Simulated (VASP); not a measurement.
These are r2SCAN+rVV10, VASP's PBE PAW potentials (set 64) (plane waves; VASP) values and carry that method's errors.

VASP ran on this input.

**INCAR**
```
LMIXTAU=.TRUE.
BPARAM=11.95
PREC=Accurate
SIGMA=0.05
ISMEAR=0
SYSTEM=CdS
METAGGA=R2SCAN
LUSE_VDW=.TRUE.
LMAXMIX=4   ! l cut-off of mixed one-centre charges
LCHARG=.FALSE.
ALGO=Normal   ! blocked Davidson
ISIF=2   ! forces and stress, cell fixed
EDIFF=1E-7
ENCUT=520
NELM=100
LWAVE=.FALSE.
LREAL=.FALSE.   ! projection in real space or not
CPARAM=0.0093
LASPH=.TRUE.   ! aspherical one-centre terms
```

**POSCAR**
```
CdS
1.0
  0.0000000000   2.9602738904   2.9602738904
  2.9602738904   0.0000000000   2.9602738904
  2.9602738904   2.9602738904   0.0000000000
Cd S
1 1
Cart
  0.0000000000   0.0000000000   0.0000000000
  1.4801369452   1.4801369452   1.4801369452
```

### KPOINTS
```
kpoints
0
Gamma
 8 8 8
```

POTCAR, in this order: Cd S (PBE.64 set). Program: vasp_std.

The run wrote:

OUTCAR:
```
 ion  position               nearest neighbor table
   1  0.000  0.000  0.000-   2 2.56   2 2.56   2 2.56   2 2.56
   2  0.250  0.250  0.250-   1 2.56   1 2.56   1 2.56   1 2.56
  LATTYP: Found a face centered cubic cell.
 ALAT       =     5.9205477808
 Subroutine PRICEL returns:
 Original cell was already a primitive cell.
 Subroutine GETGRP returns: Found 24 space group operations
The static configuration has the point symmetry T_d .
The dynamic configuration has the point symmetry T_d .
 Subroutine INISYM returns: Found 24 space group operations
 Subroutine IBZKPT returns following result:
 Found     29 irreducible k-points:

 Following reciprocal coordinates:
            Coordinates               Weight
  0.000000  0.000000  0.000000      1.000000
  0.125000  0.000000  0.000000      8.000000
  0.250000  0.000000  0.000000      8.000000
  0.375000  0.000000  0.000000      8.000000
  0.500000  0.000000  0.000000      4.000000
  0.125000  0.125000  0.000000      6.000000
  0.250000  0.125000  0.000000     24.000000
  0.375000  0.125000  0.000000     24.000000
  0.500000  0.125000  0.000000     24.000000
 -0.375000  0.125000  0.000000     24.000000
 -0.250000  0.125000  0.000000     24.000000
 -0.125000  0.125000  0.000000     12.000000
  0.250000  0.250000  0.000000      6.000000
  0.375000  0.250000  0.000000     24.000000
  0.500000  0.250000  0.000000     24.000000
 -0.375000  0.250000  0.000000     24.000000
 -0.250000  0.250000  0.000000     12.000000
  0.375000  0.375000  0.000000      6.000000
  0.500000  0.375000  0.000000     24.000000
 -0.375000  0.375000  0.000000     12.000000
  0.500000  0.500000  0.000000      3.000000
  0.375000  0.250000  0.125000     24.000000
  0.500000  0.250000  0.125000     48.000000
 -0.375000  0.250000  0.125000     24.000000
...
```

**OSZICAR**
```
       N       E                     dE             d eps       ncg     rms          rms(c)
DAV:   1     0.890916711258E+02    0.89092E+02   -0.92290E+03   754   0.128E+03
DAV:   2    -0.291127651949E+02   -0.11820E+03   -0.11241E+03   869   0.302E+02
DAV:   3    -0.342771477018E+02   -0.51644E+01   -0.51502E+01   889   0.674E+01
DAV:   4    -0.343136394079E+02   -0.36492E-01   -0.36487E-01   849   0.562E+00
DAV:   5    -0.343141546047E+02   -0.51520E-03   -0.51519E-03   884   0.641E-01    0.737E+00
DAV:   6    -0.289380728071E+02    0.53761E+01   -0.42099E+00   754   0.337E+01    0.924E+00
DAV:   7    -0.290256888026E+02   -0.87616E-01   -0.46245E-01   754   0.887E+00    0.526E+00
DAV:   8    -0.289277179304E+02    0.97971E-01   -0.40192E-01   754   0.597E+00    0.120E+00
DAV:   9    -0.291025095243E+02   -0.17479E+00   -0.19199E-01   754   0.426E+00    0.719E-01
DAV:  10    -0.291059434942E+02   -0.34340E-02   -0.97999E-03   789   0.986E-01    0.323E-01
DAV:  11    -0.291080707064E+02   -0.21272E-02   -0.71765E-03   759   0.959E-01    0.176E-01
DAV:  12    -0.291090455923E+02   -0.97489E-03   -0.29844E-03   764   0.571E-01    0.117E-01
DAV:  13    -0.291102163444E+02   -0.11708E-02   -0.12091E-03   754   0.400E-01    0.253E-02
DAV:  14    -0.291103151102E+02   -0.98766E-04   -0.28936E-05   889   0.508E-02    0.598E-03
DAV:  15    -0.291103390058E+02   -0.23896E-04   -0.84104E-06   794   0.291E-02    0.443E-03
DAV:  16    -0.291103461075E+02   -0.71017E-05   -0.45714E-06   794   0.226E-02    0.317E-03
DAV:  17    -0.291103461252E+02   -0.17679E-07   -0.34676E-07   829   0.602E-03
   1 F= -.29110346E+02 E0= -.29110346E+02  d E =-.144832E-16
```

### OUTCAR
```
------------------------ aborting loop because EDIFF is reached ----------------------------------------
  FORCE on cell =-STRESS in cart. coord.  units (eV):
  Direction    XX          YY          ZZ          XY          YZ          ZX
  --------------------------------------------------------------------------------------
  Total       -0.5613174     -0.5613174     -0.5613174     -0.0000000     -0.0000000      0.0000000
  in kB      -17.3337855    -17.3337855    -17.3337855     -0.0000000     -0.0000000      0.0000000
  external PRESSURE =     -17.3337855 kB  Pullay stress =       0.0000000 kB
  volume of cell :       51.88
      direct lattice vectors                 reciprocal lattice vectors
     0.000000000  2.960273890  2.960273890    -0.168903290  0.168903290  0.168903290
     2.960273890  0.000000000  2.960273890     0.168903290 -0.168903290  0.168903290
     2.960273890  2.960273890  0.000000000     0.168903290  0.168903290 -0.168903290
  FREE ENERGIE OF THE ION-ELECTRON SYSTEM (eV)
  ---------------------------------------------------
  free  energy   TOTEN  =       -29.1103461252 eV

  energy  without entropy=      -29.1103461252  energy(sigma->0) =      -29.11034613
```
(Selected blocks of OUTCAR.)

The compound is CdS in the zinc blende structure, a metastable form; wurtzite is the usual one. This cell is one point of a volume scan, at 1.03 of the reference volume.
